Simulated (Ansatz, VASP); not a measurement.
# Na4Bi: VASP beside Ansatz

```
Na Bi
1.0
    -3.69739    3.69739    3.69739
     3.69739   -3.69739    3.69739
     3.69739    3.69739   -3.69739
Na Bi
4 1
Direct
  0.49998 0.49998 0.49998
  0.50002 0.00000 0.00000
  0.00000 0.00000 0.50002
  0.00000 0.50002 0.00000
  0.00000 0.00000 0.00000
```

Change from the starting cell: species swapped into the GeF4 type (I-43m, No. 217).

Alike in both runs: functional PBE; k mesh 4 × 4 × 4; occupations gaussian, width 0.1 eV; no spin polarisation.

Ansatz relaxed the structure, and its values are those at the end. VASP's run is a single point on that final structure, the one shown.

|  | VASP | Ansatz |
| --- | --- | --- |
| version | VASP 6.6.1 | Ansatz 0.2.0 |
| potentials or method | VASP PAW PBE potentials, release 64 (Na_pv, Bi_d) | scalar-relativistic, plane waves, PAW |
| plane-wave cutoff (eV) | 520 | 420 |
| valence electrons in the cell | 43 | 51 |

```tsv
	VASP	Ansatz	Ansatz less VASP
gap on the k mesh at the Fermi level (eV)	none	none	-
pressure (GPa)	0.1	0.1	+0.02
```

A gap of «none» marks a metal or a gap that the smearing closes. With one functional, cell and mesh, what is left measures potentials, basis and numerics. The two sets of potentials don't hold the same shells in valence.

Caveats: spin-orbit coupling is left out, which moves the levels of the heavy elements.
